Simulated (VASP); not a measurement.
# BiSbS4 (P2/m) in VASP: elastic constants with PBE

Aim: the elastic constants of BiSbS4 with PBE.

Everything below comes from runs of VASP 6.6.1. Logs are shortened: lines on timing, memory, paths and dates and some standing lists are left out, and cuts for length are marked.

### 1 The structure

It takes space group P2/m (No. 10, monoclinic). Conventional cell: a = 6.634 Å, b = 3.813 Å, c = 6.808 Å, α = 90.00°, β = 90.54°, γ = 90.00°. Sb (site symmetry 2/m) has 6 S at 2.51 to 2.62 Å as nearest neighbours. Bi (site symmetry 2/m) has 6 S at 2.83 to 2.85 Å as nearest neighbours. Around S (site symmetry m) lie 2 Sb at 2.62 Å and 1 Bi at 2.85 Å. S (site symmetry m) is surrounded by 1 Sb at 2.51 Å and 2 Bi at 2.83 Å.

The cell was built by a generator and needn't be a form met in nature.

### 2 Elastic constants, PBE

File POSCAR:

```
BiSbS4
1.0
    6.6335780000      0.0000000000      0.0000000000
    0.0000000000      3.8130700000      0.0000000000
   -0.0641160000      0.0000000000      6.8074600000
Sb Bi S
1 1 4
Direct
    0.0000000000      0.5000000000      0.0000000000
    0.0000000000      0.0000000000      0.5000000000
    0.7742210000      0.0000000000      0.1420840000
    0.2257790000      0.0000000000      0.8579160000
    0.2303310000      0.5000000000      0.2937250000
    0.7696690000      0.5000000000      0.7062750000
```

File INCAR.step1:

```
ALGO = Normal ; EDIFF = 1E-8
EDIFFG = -0.002 ; ENCUT = 520
GGA = PE ; IBRION = 2
ISIF = 3 ; ISMEAR = 0
KPAR = 8 ; LASPH = T
LCHARG = F ; LREAL = F
LWAVE = F ; NELM = 80
NSW = 40 ; PREC = Accurate
SIGMA = 0.1
```

File INCAR.step2:

```
ALGO = Normal ; EDIFF = 1E-8
ENCUT = 520 ; GGA = PE
IBRION = 6 ; ISIF = 3
ISMEAR = 0 ; KPAR = 8
LASPH = T ; LCHARG = F
LREAL = F ; LWAVE = F
NELM = 80 ; NFREE = 2
NSW = 1 ; POTIM = 0.015
PREC = Accurate ; SIGMA = 0.1
```

File KPOINTS:

```
k-points
0
Gamma
  4 6 4
```

Potentials or basis: VASP PAW PBE potentials, release 64 (Sb, Bi_d, S).

On the command line:

```console
$ cat potpaw_PBE.64/Sb/POTCAR potpaw_PBE.64/Bi_d/POTCAR potpaw_PBE.64/S/POTCAR > POTCAR
$ cp INCAR.step1 INCAR
$ mpirun -np 8 vasp_std > vasp.out
$ cp CONTCAR POSCAR
$ cp INCAR.step2 INCAR
$ mpirun -np 8 vasp_std > vasp.out
```

OUTCAR:

```text
EDIFF = 1E-8
   ENCUT = 520
   GGA = PE
   IBRION = 6
   ISIF = 3
   ISMEAR = 0
   LASPH = T
   LREAL = F
   NELM = 80
   NFREE = 2
   NSW = 1
   POTIM = 0.015
   PREC = Accurate

 ion  position               nearest neighbor table
   1  0.000  0.500  0.000-   5 2.50   6 2.50   3 2.62   4 2.62   3 2.62   4 2.62
   2  0.000  0.000  0.500-   5 2.83   6 2.83   5 2.83   6 2.83   3 2.85   4 2.85
   3  0.777  0.000  0.133-   1 2.62   1 2.62   2 2.85
   4  0.223  0.000  0.867-   1 2.62   1 2.62   2 2.85
   5  0.228  0.500  0.303-   1 2.50   2 2.83   2 2.83
   6  0.772  0.500  0.697-   1 2.50   2 2.83   2 2.83

  LATTYP: Found a simple monoclinic cell.
 ALAT       =     6.7138246899
 B/A-ratio  =     0.5681437045
 C/A-ratio  =     1.0144136857
 COS(beta)  =    -0.0528884817

  Lattice vectors:

 A1 = (   6.7122640295,   0.0000000000,  -0.1447534664)
 A2 = (   0.0000000000,   3.8144172309,   0.0000000000)
 A3 = (  -0.2134839490,   0.0000000000,   6.8072489079)

Analysis of symmetry for initial positions (statically):
=====================================================================
 Subroutine PRICEL returns:
 Original cell was already a primitive cell.

 Routine SETGRP: Setting up the symmetry group for a
 simple monoclinic supercell.

 Subroutine GETGRP returns: Found  4 space group operations
 (whereof  4 operations were pure point group operations)
 out of a pool of  4 trial point group operations.

The static configuration has the point symmetry C_2h.

Analysis of symmetry for dynamics (positions and initial velocities):
=====================================================================
 Subroutine PRICEL returns:
 Original cell was already a primitive cell.

 Routine SETGRP: Setting up the symmetry group for a
 simple monoclinic supercell.

 Subroutine GETGRP returns: Found  4 space group operations
 (whereof  4 operations were pure point group operations)
 out of a pool of  4 trial point group operations.

The dynamic configuration has the point symmetry C_2h.

 Subroutine INISYM returns: Found  4 space group operations
 (whereof  4 operations are pure point group operations),
 and found     1 'primitive' translations

----------------------------------------------------------------------------------------

                                     Primitive cell

  volume of cell :     174.1707

  direct lattice vectors                    reciprocal lattice vectors
     6.712264029  0.000000000 -0.144753466     0.149081856  0.000000000  0.004675396
     0.000000000  3.814417231  0.000000000     0.000000000  0.262163245  0.000000000
    -0.213483949  0.000000000  6.807248908     0.003170167  0.000000000  0.147001644

  length of vectors
     6.713824690  3.814417231  6.810595649     0.149155151  0.262163245  0.147035823

  position of ions in fractional coordinates (direct lattice)
     0.000000000  0.500000000  0.000000000
     0.000000000  0.000000000  0.500000000
     0.776846505  0.000000000  0.132552718
     0.223153495  0.000000000  0.867447282
     0.227727607  0.500000000  0.303241770
     0.772272393  0.500000000  0.696758230

  ion indices of the primitive-cell ions
   primitive index   ion index
                 1           1
                 2           2
                 3           3
                 4           4
                 5           5
[... 127 lines left out ...]

  FORCE on cell =-STRESS in cart. coord.  units (eV):
  Direction    XX          YY          ZZ          XY          YZ          ZX
  --------------------------------------------------------------------------------------
  -------------------------------------------------------------------------------------
  Total       -0.0094140     -0.0002856     -0.0024346      0.0000000      0.0000000     -0.0054814
  in kB       -0.0865981     -0.0026270     -0.0223956      0.0000000      0.0000000     -0.0504225
  external PRESSURE =      -0.0372069 kB  Pullay stress =       0.0000000 kB
[... 101 lines left out ...]
  FREE ENERGIE OF THE ION-ELECTRON SYSTEM (eV)
  ---------------------------------------------------
  free  energy   TOTEN  =       -25.2117799154 eV

  energy  without entropy=      -25.2092611899  energy(sigma->0) =      -25.21052055

[... ionic steps 4 to 34 ...]

--------------------------------------- Ionic step       35  -------------------------------------------

 number of electron      44.0000002 magnetization

------------------------ aborting loop because EDIFF is reached ----------------------------------------
[... 75 lines left out ...]
--------------------------------------- Ionic step       37  -------------------------------------------

 number of electron      44.0000001 magnetization

 Free energy of the ion-electron system (eV)
  ---------------------------------------------------
  ext. energy  EPLUGINS =         0.00000000
  ---------------------------------------------------
  free energy    TOTEN  =       -25.21988592 eV

  energy without entropy =      -25.21732000  energy(sigma->0) =      -25.21860296

 E-fermi :   3.3080     XC(G=0):  -8.4056

 val. band max:        3.2866390983   @ k =   0.0000   0.0000   0.0000
 cond. band min:       3.4229995838   @ k =   0.5000   0.5000   0.5000
 fundamental gap:      0.1363604855
 Fermi energy:         3.3079641882

 k-point     1 :       0.0000    0.0000    0.0000
  band No.  band energies     occupation
      1     -19.4237      2.00000
      2     -19.3874      2.00000
      3     -19.3674      2.00000
      4     -19.3528      2.00000
      5     -19.3453      2.00000
      6     -11.1908      2.00000
[... 685 lines left out ...]
     25       6.5091      0.00000
     26       7.1290      0.00000

 [... further k-points ...]

------------------------ aborting loop because EDIFF is reached ----------------------------------------

  FORCE on cell =-STRESS in cart. coord.  units (eV):
  Direction    XX          YY          ZZ          XY          YZ          ZX
  --------------------------------------------------------------------------------------
  -------------------------------------------------------------------------------------
  Total       -0.0013546     -0.0494251      0.1134126      0.0000000      0.0000000      0.1330321
  in kB       -0.0124611     -0.4546559      1.0432702      0.0000000      0.0000000      1.2237485
  external PRESSURE =       0.1920510 kB  Pullay stress =       0.0000000 kB
[... 21 lines left out ...]
  FREE ENERGIE OF THE ION-ELECTRON SYSTEM (eV)
  ---------------------------------------------------
  free  energy   TOTEN  =       -25.2198859162 eV

  energy  without entropy=      -25.2173199984  energy(sigma->0) =      -25.21860296

 INTERNAL STRAIN TENSORS FROM STRAINED CELLS
 ============================================

 INTERNAL STRAIN TENSOR FOR ION    1 for displacements in x,y,z  (eV/Angst):
          X           Y           Z          XY          YZ          ZX
  --------------------------------------------------------------------------------
  x     0.00000     0.00000    -0.00000    -0.00000    -0.00000    -0.00000
  y     0.00000     0.00000     0.00000     0.00000     0.00000     0.00000
  z    -0.00000    -0.00000     0.00000     0.00000     0.00000     0.00000

 INTERNAL STRAIN TENSORS FROM DISPLACED ATOMS
 ============================================

 INTERNAL STRAIN TENSOR FOR ION    1 for displacements in x,y,z  (eV/Angst):
          X           Y           Z          XY          YZ          ZX
  --------------------------------------------------------------------------------
  x     0.00000     0.00000     0.00000     0.00000     0.00000     0.00000
  y     0.00000     0.00000     0.00000     0.00000     0.00000     0.00000
  z     0.00000     0.00000     0.00000     0.00000     0.00000     0.00000

 INTERNAL STRAIN TENSOR FOR ION    6 for displacements in x,y,z  (eV/Angst):
          X           Y           Z          XY          YZ          ZX
  --------------------------------------------------------------------------------
  x    11.98418     6.28462     8.78330     0.00000     0.00000     1.35940
  y     0.00000     0.00000     0.00000     8.27959    -3.43791     0.00000
  z     0.30755    -3.28147     7.50767     0.00000     0.00000     9.03631

 Eigenvectors and eigenvalues of the dynamical matrix
 ----------------------------------------------------

   1 f  =    9.095226 THz    57.146990 2PiTHz  303.384080 cm-1    37.614815 meV
             X         Y         Z           dx          dy          dz
      0.000000  1.907209  0.000000     0.508466    0.000000   -0.024286
     -0.106742  0.000000  3.403624     0.240827   -0.000000    0.040365
      5.186101  0.000000  0.789868    -0.476025   -0.000000   -0.073052
      1.312679  0.000000  5.872627    -0.476025    0.000000   -0.073052
      1.463831  1.907209  2.031278    -0.326558    0.000000    0.045232
      5.034950  1.907209  4.631218    -0.326558   -0.000000    0.045232
[... 145 lines left out ...]
  18 f/i=    0.009713 THz     0.061027 2PiTHz    0.323982 cm-1     0.040169 meV
             X         Y         Z           dx          dy          dz
      0.000000  1.907209  0.000000     0.360056   -0.000000    0.371317
     -0.106742  0.000000  3.403624     0.466217   -0.000000    0.483853
      5.186101  0.000000  0.789868     0.184050   -0.000000    0.190328
      1.312679  0.000000  5.872627     0.184050   -0.000000    0.190328
      1.463831  1.907209  2.031278     0.183941   -0.000000    0.191241
      5.034950  1.907209  4.631218     0.183941   -0.000000    0.191241

--------------------------------------------------------------------------------------------------------

 ELASTIC MODULI CONTR FROM IONIC RELAXATION (kBar)
 Direction    XX          YY          ZZ          XY          YZ          ZX
 --------------------------------------------------------------------------------
 XX        -687.6175   -339.3615   -420.3460     -0.0000      0.0000      9.9098
 YY        -339.3615   -237.6000   -120.5319     -0.0000      0.0000    184.2846
 ZZ        -420.3460   -120.5319   -425.4436      0.0000     -0.0000   -243.7586
 XY          -0.0000     -0.0000      0.0000   -387.5933    166.4562      0.0000
 YZ           0.0000      0.0000     -0.0000    166.4562    -71.6236     -0.0000
 ZX           9.9098    184.2846   -243.7586      0.0000     -0.0000   -495.6040
 --------------------------------------------------------------------------------

 TOTAL ELASTIC MODULI (kBar)
 Direction    XX          YY          ZZ          XY          YZ          ZX
 --------------------------------------------------------------------------------
 XX          33.4120      6.5333     10.3135     -0.0000      0.0000      6.8059
 YY           6.5333    789.5746    214.7587     -0.0000      0.0000     -7.3135
 ZZ          10.3135    214.7587    715.3251      0.0000     -0.0000    -15.1249
 XY          -0.0000     -0.0000      0.0000      1.1690     -9.2375      0.0000
 YZ           0.0000      0.0000     -0.0000     -9.2375    234.1647     -0.0000
 ZX           6.8059     -7.3135    -15.1249      0.0000     -0.0000      5.2632
 --------------------------------------------------------------------------------
```

Wall time 14 min (8 MPI ranks of AMD EPYC 9R45 (Zen 5), shared host); peak memory 0.56 GiB.

What came out:

```
Relaxed volume                                          : 29.03 Å³/atom
Relaxed cell                                            : a = 6.714 Å, b = 3.814 Å, c = 6.811 Å, α = 90.00°, β = 93.03°, γ = 90.00°
Space group after relaxing (to 0.05 Å)                  : P2/m (No. 10)
Voigt bulk modulus                                      : 22 GPa
Highest phonon frequency at Γ, LO-TO splitting left out : 303 cm⁻¹
```

Step by step:
```csv
step,energy change (eV),largest force (eV/Å),pressure (GPa),volume (Å³)
1,0.0000,0.0028,0.01,172.19
2,0.0000,0.0067,0.00,172.25
3,0.0000,0.0070,0.00,172.25
4,0.0000,0.0044,0.00,172.26
5,0.0000,0.0034,0.00,172.26
6,0.0000,0.0044,0.01,172.26
7,0.0000,0.0033,0.01,172.26
8,0.0000,0.0023,0.00,172.29
9,0.0000,0.0038,-0.02,172.36
10,0.0000,0.0037,-0.02,172.36
11,0.0000,0.0035,-0.02,172.37
12,-0.0001,0.0032,-0.02,172.38
13,-0.0001,0.0040,-0.02,172.41
14,-0.0001,0.0056,-0.01,172.45
15,-0.0002,0.0087,0.00,172.55
16,-0.0002,0.0149,0.01,172.74
17,-0.0002,0.0178,0.02,172.83
18,-0.0002,0.0181,0.02,172.87
19,-0.0003,0.0190,0.01,172.99
20,-0.0003,0.0208,-0.02,173.24
21,-0.0004,0.0246,-0.07,173.73
22,-0.0004,0.0213,-0.06,173.77
23,-0.0005,0.0112,-0.02,173.89
24,-0.0005,0.0199,0.04,174.13
25,-0.0005,0.0142,0.01,174.00
26,-0.0005,0.0121,0.00,174.03
27,-0.0005,0.0060,0.00,174.13
28,-0.0005,0.0070,-0.02,174.31
29,-0.0006,0.0019,-0.01,174.21
30,-0.0006,0.0031,0.00,174.18
31,-0.0006,0.0032,0.00,174.18
32,-0.0006,0.0023,0.00,174.17
33,-0.0006,0.0006,0.00,174.17
```

Final structure:
```
CELL_PARAMETERS angstrom
6.71226 0.00000 -0.14475
0.00000 3.81442 0.00000
-0.21348 0.00000 6.80725
ATOMIC_POSITIONS crystal
Sb 0.00000 0.50000 0.00000
Bi 0.00000 0.00000 0.50000
S 0.77685 0.00000 0.13255
S 0.22315 0.00000 0.86745
S 0.22773 0.50000 0.30324
S 0.77227 0.50000 0.69676
```

Phonon frequencies in cm⁻¹ (negative: imaginary):
```
              q point                                                      frequencies
(0.000, 0.000, 0.000)  0 0 0 60 67 119 141 144 168 171 209 215 220 243 263 269 275 303
```

Elastic tensor in Voigt notation (GPa, in the Cartesian axes of the cell as first typed):
```
 3  1  1  0  1  0
 1 79 21  0 -1  0
 1 21 72  0 -2  0
 0  0  0 23  0 -1
 1 -1 -2  0  1  0
 0  0  0 -1  0  0
```

Clamped-ion elastic tensor (GPa):
```
 72  35  43   0   0   0
 35 103  34   0 -19   0
 43  34 114   0  23   0
  0   0   0  31   0 -18
  0 -19  23   0  50   0
  0   0   0 -18   0  39
```

Caveat: spin-orbit coupling is left out, which moves the levels of the heavy elements; this functional lacks dispersion, which binds the layers, so the pressure and a relaxed spacing across them are unreliable.
